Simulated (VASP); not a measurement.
**BN: what each functional gives for the gap**

Aim: the gap of BN on one structure at many levels of theory. The starting structure is a measured crystal structure from the Crystallography Open Database. Cell and atoms stay as given. Meshes and data sets differ where the inputs say so.

Method: Kohn-Sham DFT with plane waves and PAW; LDA, PBE, r2SCAN, TB-mBJ, HSE06, PBE0 and r2SCAN-EpsX, in VASP 6.6.1.

### 1. Set-up

Symmetry: P6_3/mmc, No. 194, hexagonal system. Conventional cell: a = 2.504 Å, b = 2.504 Å, c = 6.661 Å, α = 90.00°, β = 90.00°, γ = 120.00°. N has 3 B at 1.45 Å nearest. Nearest to B lie 3 N at 1.45 Å. Farther neighbours and most contacts between anions are not listed.

Coordinates:

```xyz
4
Lattice="2.5040 0.0000 0.0000 -1.2520 2.1685 0.0000 0.0000 0.0000 6.6612" Properties=species:S:1:pos:R:3 pbc="T T T"
N     1.2520    0.7228    1.6653
N     0.0000    1.4457    4.9959
B     1.2520    0.7228    4.9959
B     0.0000    1.4457    1.6653
```

### 2. Bands with LDA

LDA, the lowest rung, knows the local density alone.

Input file INCAR:

```
SYSTEM = BN
PREC = Accurate
ENCUT = 460
EDIFF = 1E-06
NELM = 100
ISMEAR = 0
SIGMA = 0.03
LREAL = .FALSE.
ALGO = Normal
GGA = CA
NBANDS = 22
LORBIT = 11
LWAVE = .FALSE.
LCHARG = .FALSE.
KPAR = 8
LASPH = .TRUE.
```

Input file POSCAR:

```
BN
1.0
    2.5039900000      0.0000000000      0.0000000000
   -1.2519950000      2.1685189508      0.0000000000
    0.0000000000      0.0000000000      6.6612000000
N B
2 2
Direct
    0.6666666667      0.3333333333      0.2500000000
    0.3333333333      0.6666666667      0.7500000000
    0.6666666667      0.3333333333      0.7500000000
    0.3333333333      0.6666666667      0.2500000000
```

Input file KPOINTS:

```
Automatic mesh
0
Gamma
10 10 4
0 0 0
```

Input file KPOINTS_OPT:

```
Line mode
10
Line-mode
Reciprocal
  0.00000000   0.00000000   0.00000000 GAMMA
  0.50000000   0.00000000   0.00000000 M

  0.50000000   0.00000000   0.00000000 M
  0.33333333   0.33333333   0.00000000 K

  0.33333333   0.33333333   0.00000000 K
  0.00000000   0.00000000   0.00000000 GAMMA

  0.00000000   0.00000000   0.00000000 GAMMA
  0.00000000   0.00000000   0.50000000 A

  0.00000000   0.00000000   0.50000000 A
  0.50000000   0.00000000   0.50000000 L

  0.50000000   0.00000000   0.50000000 L
  0.33333333   0.33333333   0.50000000 H

  0.33333333   0.33333333   0.50000000 H
  0.00000000   0.00000000   0.50000000 A

  0.50000000   0.00000000   0.50000000 L
  0.50000000   0.00000000   0.00000000 M

  0.33333333   0.33333333   0.00000000 K
  0.33333333   0.33333333   0.50000000 H
```

Potentials, in the order of the species: N and B (LDA family, release 64).

Run with:

```console
mpirun -np 8 vasp_std
```

The log of the run:

```text
[banner, memory and clock lines left out]
running    8 mpi-ranks, on    1 nodes
 distrk:  each k-point on    1 cores,    8 groups
 distr:  one band on    1 cores,    1 groups

 POSCAR found type information on POSCAR N B
 POSCAR found :  2 types and       4 ions
|                                                                             |
|           W    W    AA    RRRRR   N    N  II  N    N   GGGG   !!!           |
|           W    W   A  A   R    R  NN   N  II  NN   N  G    G  !!!           |
|           W    W  A    A  R    R  N N  N  II  N N  N  G       !!!           |
|           W WW W  AAAAAA  RRRRR   N  N N  II  N  N N  G  GGG   !            |
|           WW  WW  A    A  R   R   N   NN  II  N   NN  G    G                |
|           W    W  A    A  R    R  N    N  II  N    N   GGGG   !!!           |
|                                                                             |
|     For optimal performance we recommend to set                             |
|       NCORE = 2 up to number-of-cores-per-socket                            |
|     NCORE specifies how many cores store one orbital (NPAR=cpu/NCORE).      |
|     This setting can greatly improve the performance of VASP for DFT.       |
|     The default, NCORE=1 might be grossly inefficient on modern             |
|     multi-core architectures or massively parallel machines. Do your        |
|     Unfortunately you need to use the default for GW and RPA                |
|     calculations (for HF NCORE is supported but not extensively tested      |
|     yet).                                                                   |
|                                                                             |

 LDA part: xc-table for (Slater(with rela. corr.)+CA(PZ))
 , standard interpolation
 POSCAR, INCAR and KPOINTS ok, starting setup
 FFT: planning ... GRIDC
 FFT: planning ... GRID_SOFT
 FFT: planning ... GRID
 WAVECAR not read
 entering main loop
       N       E                     dE             d eps       ncg     rms          rms(c)
DAV:   1     0.329167715809E+02    0.32917E+02   -0.69206E+03  1848   0.607E+02
DAV:   2    -0.404250033034E+02   -0.73342E+02   -0.69398E+02  2320   0.166E+02
DAV:   3    -0.425235996505E+02   -0.20986E+01   -0.20859E+01  2354   0.247E+01
DAV:   4    -0.425313277026E+02   -0.77281E-02   -0.77277E-02  2024   0.169E+00
DAV:   5    -0.425313722657E+02   -0.44563E-04   -0.44563E-04  2338   0.109E-01    0.110E+01
DAV:   6    -0.390509617844E+02    0.34804E+01   -0.29105E+00  1986   0.131E+01    0.481E+00
DAV:   7    -0.386941398101E+02    0.35682E+00   -0.36341E-01  2200   0.367E+00    0.305E+00
DAV:   8    -0.385781459771E+02    0.11599E+00   -0.19385E-01  2192   0.251E+00    0.426E-01
DAV:   9    -0.385745301787E+02    0.36158E-02   -0.81845E-03  2034   0.609E-01    0.201E-01
DAV:  10    -0.385744993563E+02    0.30822E-04   -0.71587E-04  2188   0.153E-01    0.279E-02
DAV:  11    -0.385744878399E+02    0.11516E-04   -0.30400E-05  2128   0.367E-02    0.167E-02
DAV:  12    -0.385744909463E+02   -0.31065E-05   -0.29285E-06  2118   0.954E-03    0.164E-03
DAV:  13    -0.385744909644E+02   -0.18128E-07   -0.39163E-08  1122   0.132E-03
   1 F= -.38574491E+02 E0= -.38574491E+02  d E =-.128380E-31
 Start KPOINTS_OPT (optional k-point list driver)
k-point batch [1-42\90]
       N       E                     dE             ncg
DAV:   1    -0.314613770008E+02   -0.16190E+05     1856
DAV:   2    -0.304662186044E+04   -0.30152E+04     2396
DAV:   3    -0.313844533230E+04   -0.91823E+02     2354
DAV:   4    -0.313867638764E+04   -0.23106E+00     2038
DAV:   5    -0.313867722355E+04   -0.83591E-03     2288
DAV:   6    -0.313867722843E+04   -0.48793E-05     2130
DAV:   7    -0.313867722846E+04   -0.36455E-07     1858
[...]
k-point batch [85-90\90]
       N       E                     dE             ncg
DAV:   1     0.243586451773E+05   -0.49451E+04      264
DAV:   2     0.239975749933E+05   -0.36107E+03      324
DAV:   3     0.239862638723E+05   -0.11311E+02      336
DAV:   4     0.239862287310E+05   -0.35141E-01      270
DAV:   5     0.239862286019E+05   -0.12909E-03      336
DAV:   6     0.239862286012E+05   -0.68766E-06      286
```

Wall time 4 s (8 MPI ranks of AMD EPYC 9R45, shared host); peak memory 1.1 GiB; 28 s of CPU time.

The logs omit lines about the potential files and the build; timing stands in the text.

From OUTCAR (step 2):

```text
ion  position               nearest neighbor table
   1  0.667  0.333  0.250-   4 1.45   4 1.45   4 1.45
   2  0.333  0.667  0.750-   3 1.45   3 1.45   3 1.45
   3  0.667  0.333  0.750-   2 1.45   2 1.45   2 1.45
   4  0.333  0.667  0.250-   1 1.45   1 1.45   1 1.45

  LATTYP: Found a hexagonal cell.
 ALAT       =     2.5039900000
 C/A-ratio  =     2.6602342661

 Subroutine GETGRP returns: Found 24 space group operations
 (whereof 12 operations were pure point group operations)

The static configuration has the point symmetry D_3d.
 The point group associated with its full space group is D_6h.

 Found     42 irreducible k-points:

   k-points           NKPTS =     42   k-points in BZ     NKDIM =     42   number of bands    NBANDS=     22

   dimension x,y,z NGX =    18 NGY =   18 NGZ =   48
   dimension x,y,z NGXF=    36 NGYF=   36 NGZF=   96

   ENCUT  =  460.0 eV  33.81 Ry    5.81 a.u.   4.38  4.38 11.65*2*pi/ulx,y,z

   NELECT =      16.0000    total number of electrons

 k-points in reciprocal lattice and weights: Automatic mesh
   0.00000000  0.00000000  0.00000000       0.003
   0.10000000 -0.00000000  0.00000000       0.015
   0.20000000 -0.00000000  0.00000000       0.015
   0.30000000  0.00000000  0.00000000       0.015
   0.40000000 -0.00000000  0.00000000       0.015
   0.50000000 -0.00000000  0.00000000       0.007
   0.10000000  0.10000000  0.00000000       0.015
   0.20000000  0.10000000  0.00000000       0.030
   0.30000000  0.10000000  0.00000000       0.030
[...]
0.40000000  0.20000000  0.50000000       0.015
   0.30000000  0.30000000  0.50000000       0.015

 average (electrostatic) potential at core
       1 -64.7901       2 -64.7901       3 -34.2297       4 -34.2297

 E-fermi :   2.4073

 k-point     1 :       0.0000    0.0000    0.0000
  band No.  band energies     occupation
    ...
      4      -2.0133      2.00000
      5       0.7785      2.00000
      6       0.7785      2.00000
      7       0.8143      2.00000
      8       0.8143      2.00000
      9       7.0356      0.00000
     10      12.1156      0.00000
     11      13.5511      0.00000
     12      13.5511      0.00000
     13      13.6761      0.00000
    ...

 k-point     2 :       0.1000   -0.0000    0.0000
  band No.  band energies     occupation
    ...
      4      -1.7712      2.00000
      5       0.0044      2.00000
      6       0.0359      2.00000
      7       0.4106      2.00000
      8       0.4524      2.00000
      9       7.3802      0.00000
     10      11.9996      0.00000
     11      13.3395      0.00000
     12      13.5793      0.00000
     13      14.2647      0.00000
    ...

 k-point     3 :       0.2000   -0.0000    0.0000
  band No.  band energies     occupation
    ...
      4      -1.8552      2.00000
      5      -1.8076      2.00000
      6      -1.0669      2.00000
      7      -0.4147      2.00000
      8      -0.3629      2.00000
      9       8.2698      0.00000
     10      11.4041      0.00000
     11      12.4114      0.00000
     12      12.8692      0.00000
     13      13.4778      0.00000
    ...

  Total       -1.4542966     -1.4542966     -0.3612646      0.0000000      0.0000000      0.0000000
  in kB      -64.4191920    -64.4191920    -16.0024969      0.0000000      0.0000000      0.0000000
  external PRESSURE =     -48.2802937 kB  Pullay stress =       0.0000000 kB

  energy-cutoff  :      460.00
  volume of cell :       36.17
      direct lattice vectors                 reciprocal lattice vectors
     2.503990000  0.000000000  0.000000000     0.399362617  0.230572115  0.000000000
    -1.251995000  2.168518951  0.000000000     0.000000000  0.461144229  0.000000000
     0.000000000  0.000000000  6.661200000     0.000000000  0.000000000  0.150123101

 POSITION                                       TOTAL-FORCE (eV/Angst)
 -----------------------------------------------------------------------------------
      1.25200      0.72284      1.66530         0.000000      0.000000      0.000000
     -0.00000      1.44568      4.99590        -0.000000     -0.000000      0.000000
      1.25200      0.72284      4.99590         0.000000      0.000000      0.000000
     -0.00000      1.44568      1.66530        -0.000000      0.000000      0.000000
 -----------------------------------------------------------------------------------
    total drift:                               -0.000000      0.000000      0.000000

  FREE ENERGIE OF THE ION-ELECTRON SYSTEM (eV)
  ---------------------------------------------------
  free  energy   TOTEN  =       -38.5744909644 eV

  energy  without entropy=      -38.5744909644  energy(sigma->0) =      -38.57449096

 total charge
# of ion       s       p       d       tot
------------------------------------------
    1        1.218   2.763   0.000   3.981
    2        1.218   2.763   0.000   3.981
    3        0.740   1.436   0.000   2.176
    4        0.740   1.436   0.000   2.176
--------------------------------------------------
tot          3.916   8.398   0.000  12.314

[... 3 further parts left out ...]
```

At this level the cell is under a tension of 4.8 GPa, so at these settings it is away from equilibrium.

LDA gives a least gap of 4.036 eV, and a least direct gap of 4.498 eV.

### 3. Bands with PBE

PBE, the usual starting point, adds the gradient of the density.

Edit INCAR of step 2 so:

```diff
@@ -9,3 +9,3 @@
 ALGO = Normal
-GGA = CA
+GGA = PE
 NBANDS = 22
```

POSCAR is that of step 2.

KPOINTS is that of step 2.

KPOINTS_OPT is that of step 2.

Potentials, in the order of the species: N and B (PBE family, release 64).

Run with:

```console
mpirun -np 8 vasp_std
```

The log of the run:

```text
[banner, memory and clock lines left out]
running    8 mpi-ranks, on    1 nodes
[...]
[... a notice as in an earlier step ...]

 LDA part: xc-table for (Slater+PW92), standard interpolation
 POSCAR, INCAR and KPOINTS ok, starting setup
[...]
entering main loop
       N       E                     dE             d eps       ncg     rms          rms(c)
DAV:   1     0.377668003420E+02    0.37767E+02   -0.69229E+03  1848   0.607E+02
DAV:   2    -0.364211633624E+02   -0.74188E+02   -0.70237E+02  2354   0.171E+02
DAV:   3    -0.387090796987E+02   -0.22879E+01   -0.22738E+01  2332   0.268E+01
DAV:   4    -0.387191622433E+02   -0.10083E-01   -0.10082E-01  2020   0.204E+00
[...]
DAV:  11    -0.351577405017E+02   -0.30898E-04   -0.45899E-05  2226   0.477E-02    0.199E-02
DAV:  12    -0.351577702717E+02   -0.29770E-04   -0.32656E-05  1968   0.287E-02    0.346E-03
DAV:  13    -0.351577707750E+02   -0.50327E-06   -0.41403E-07  2092   0.363E-03
   1 F= -.35157771E+02 E0= -.35157771E+02  d E =-.406484E-18
 Start KPOINTS_OPT (optional k-point list driver)
k-point batch [1-42\90]
       N       E                     dE             ncg
DAV:   1     0.838764929598E+02   -0.16075E+05     1856
DAV:   2    -0.298447859572E+04   -0.30684E+04     2384
DAV:   3    -0.308399827063E+04   -0.99520E+02     2328
DAV:   4    -0.308431866205E+04   -0.32039E+00     2032
DAV:   5    -0.308431984213E+04   -0.11801E-02     2296
DAV:   6    -0.308431984925E+04   -0.71172E-05     2152
DAV:   7    -0.308431984930E+04   -0.49899E-07     1852
[...]
k-point batch [85-90\90]
       N       E                     dE             ncg
DAV:   1     0.243707898550E+05   -0.49330E+04      264
DAV:   2     0.240036496529E+05   -0.36714E+03      324
DAV:   3     0.239915207445E+05   -0.12129E+02      336
DAV:   4     0.239914737753E+05   -0.46969E-01      264
DAV:   5     0.239914735923E+05   -0.18297E-03      320
DAV:   6     0.239914735913E+05   -0.10313E-05      316
DAV:   7     0.239914735913E+05   -0.63301E-08      266
```

The job ended after 4.4 s (8 MPI ranks; peak memory 1.2 GiB; 31 s of CPU time).

From OUTCAR (step 3):

```text
  Total        0.7212808      0.7212808      0.4270710     -0.0000000      0.0000000      0.0000000
  in kB       31.9496915     31.9496915     18.9174413     -0.0000000      0.0000000      0.0000000
  external PRESSURE =      27.6056081 kB  Pullay stress =       0.0000000 kB

 POSITION                                       TOTAL-FORCE (eV/Angst)
 -----------------------------------------------------------------------------------
      1.25200      0.72284      1.66530         0.000000      0.000000      0.000000
     -0.00000      1.44568      4.99590        -0.000000     -0.000000      0.000000
      1.25200      0.72284      4.99590        -0.000000      0.000000      0.000000
     -0.00000      1.44568      1.66530         0.000000     -0.000000      0.000000
 -----------------------------------------------------------------------------------
    total drift:                               -0.000000      0.000000      0.000000

  FREE ENERGIE OF THE ION-ELECTRON SYSTEM (eV)
  ---------------------------------------------------
  free  energy   TOTEN  =       -35.1577707750 eV

  energy  without entropy=      -35.1577707750  energy(sigma->0) =      -35.15777077

[... 2 parts as in an earlier step ...]

[... 1 further part left out ...]
[key lines of the parts left out:]
E-fermi :   2.4643
```

PBE gives a least gap of 4.241 eV, and a least direct gap of 4.645 eV. The least gap is +0.205 eV from that of LDA.

### 4. Bands with r2SCAN

r2SCAN adds the kinetic-energy density, costs more than a GGA and is run with LASPH.

Edit INCAR of step 3 so:

```diff
@@ -9,3 +9,4 @@
 ALGO = Normal
-GGA = PE
+METAGGA = R2SCAN
+LASPH = .TRUE.
 NBANDS = 22
@@ -15,2 +16 @@
 KPAR = 8
-LASPH = .TRUE.
```

POSCAR is that of step 3.

KPOINTS is that of step 3.

KPOINTS_OPT is that of step 3.

Run with:

```console
mpirun -np 8 vasp_std
```

The log of the run:

```text
[banner, memory and clock lines left out]
running    8 mpi-ranks, on    1 nodes
[...]
[... a notice as in an earlier step ...]

|                                                                             |
|               ----> ADVICE to this user running VASP <----                  |
|                                                                             |
|     You enforced a specific xc type in the INCAR file but a different       |
|     [... a line on the potential file left out ...]
|     I HOPE YOU KNOW WHAT YOU ARE DOING!                                     |
|                                                                             |

 LDA part: xc-table for (None), standard interpolation
 POSCAR, INCAR and KPOINTS ok, starting setup
[...]
entering main loop
       N       E                     dE             d eps       ncg     rms          rms(c)
DAV:   1     0.313258082468E+02    0.31326E+02   -0.70771E+03  1848   0.623E+02
DAV:   2    -0.443053119670E+02   -0.75631E+02   -0.71571E+02  2364   0.175E+02
[...]
DAV:  11    -0.385849808626E+02   -0.14319E-03   -0.22552E-04  2058   0.114E-01    0.212E-02
DAV:  12    -0.385849905372E+02   -0.96746E-05   -0.17611E-05  2148   0.257E-02    0.938E-03
DAV:  13    -0.385849912199E+02   -0.68276E-06   -0.13281E-06  1996   0.832E-03
   1 F= -.38584991E+02 E0= -.38584991E+02  d E =-.150769E-36
 Start KPOINTS_OPT (optional k-point list driver)
k-point batch [1-42\90]
       N       E                     dE             ncg
DAV:   1    -0.188113824858E+03   -0.16347E+05     1856
DAV:   2    -0.337683658969E+04   -0.31887E+04     2392
DAV:   3    -0.347819932461E+04   -0.10136E+03     2326
DAV:   4    -0.347850567212E+04   -0.30635E+00     2046
DAV:   5    -0.347850674133E+04   -0.10692E-02     2302
DAV:   6    -0.347850674760E+04   -0.62778E-05     2132
DAV:   7    -0.347850674765E+04   -0.43733E-07     1842
[...]
k-point batch [85-90\90]
       N       E                     dE             ncg
DAV:   1     0.243254580867E+05   -0.49783E+04      264
DAV:   2     0.239434758862E+05   -0.38198E+03      324
DAV:   3     0.239311599688E+05   -0.12316E+02      336
DAV:   4     0.239311153657E+05   -0.44603E-01      264
DAV:   5     0.239311152063E+05   -0.15940E-03      322
DAV:   6     0.239311152055E+05   -0.82471E-06      300
```

Elapsed: 15 s, on 8 MPI ranks; peak memory 1.2 GiB; 2 min of CPU time.

From OUTCAR (step 4):

```text
  Total       -0.3254263     -0.3254263     -0.1458025      0.0000000     -0.0000000      0.0000000
  in kB      -14.4150089    -14.4150089     -6.4584341      0.0000000     -0.0000000      0.0000000
  external PRESSURE =     -11.7628173 kB  Pullay stress =       0.0000000 kB

 POSITION                                       TOTAL-FORCE (eV/Angst)
 -----------------------------------------------------------------------------------
      1.25200      0.72284      1.66530         0.000000     -0.000000     -0.000000
     -0.00000      1.44568      4.99590        -0.000000      0.000000     -0.000000
      1.25200      0.72284      4.99590        -0.000000      0.000000      0.000000
     -0.00000      1.44568      1.66530         0.000000     -0.000000      0.000000
 -----------------------------------------------------------------------------------
    total drift:                               -0.000000      0.000000      0.000000

  FREE ENERGIE OF THE ION-ELECTRON SYSTEM (eV)
  ---------------------------------------------------
  free  energy   TOTEN  =       -38.5849912199 eV

  energy  without entropy=      -38.5849912199  energy(sigma->0) =      -38.58499122

[... 2 parts as in an earlier step ...]

[... 1 further part left out ...]
[key lines of the parts left out:]
E-fermi :   2.2938
```

r2SCAN gives a least gap of 4.835 eV, and a least direct gap of 5.314 eV. The least gap is +0.798 eV from that of LDA.

(Part 1 of 2 ends here.)

[Lines on the potential files, build, host, timing and source positions are cut from VASP's logs without a mark.]

[Logs are printed without paths, hosts, clocks, repeated set-up lines and the standing remarks that a program may print on its own settings, such as how far it seeks lower states.]

[Hosts, paths, dates, database ids (printed as entryN), source tags and the programs' standing remarks are cut or masked in the printed files.]
